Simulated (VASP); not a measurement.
Mg:

```
Mg
1.0
     3.20930    0.00000    0.00000
    -1.60465    2.77934    0.00000
     0.00000    0.00000    5.21030
Mg
2
Direct
  0.33333 0.66667 0.25000
  0.66667 0.33333 0.75000
```

| Quantity | Value |
| --- | --- |
| Program | VASP 6.6.1 |
| Task | relaxation of cell and atoms |
| Functional | r2SCAN |
| Potentials or basis | VASP PAW PBE potentials, release 64 (Mg) |
| Cutoff | 600 eV |
| k mesh | 18 × 18 × 9 |
| Occupations | methfessel-paxton, width 0.1 eV |
| Spin | no spin polarisation |

At the start: pressure -1.4 GPa; volume 23.24 Å³/atom.

Question: How do energy, volume and symmetry change on relaxing?

Answer: Over 6 steps the energy falls by 4.1 meV/atom and the volume is 22.40 Å³/atom (-3.6 %); space group P6_3/mmc (No. 194, to 0.05 Å).

Step by step:
```csv
step,energy change (eV),largest force (eV/Å),pressure (GPa),volume (Å³)
1,0.0000,0.0000,-1.36,46.47
2,-0.0074,0.0000,-0.30,45.16
3,-0.0079,0.0000,0.02,44.79
4,-0.0079,0.0000,0.06,44.76
5,-0.0080,0.0000,0.04,44.78
6,-0.0081,0.0000,0.03,44.80
```

Final structure:
```cif
data_structure
_symmetry_space_group_name_H-M 'P 1'
_symmetry_Int_Tables_number 1
_cell_length_a 3.1844
_cell_length_b 3.1844
_cell_length_c 5.1014
_cell_angle_alpha 90.000
_cell_angle_beta 90.000
_cell_angle_gamma 120.000
_cell_volume 44.80
loop_
_atom_site_label
_atom_site_type_symbol
_atom_site_fract_x
_atom_site_fract_y
_atom_site_fract_z
_atom_site_occupancy
Mg1 Mg 0.33333 0.66667 0.25000 1
Mg2 Mg 0.66667 0.33333 0.75000 1
```

Caveat: the PAW data sets were made with another functional, which shifts forces and pressure a little.
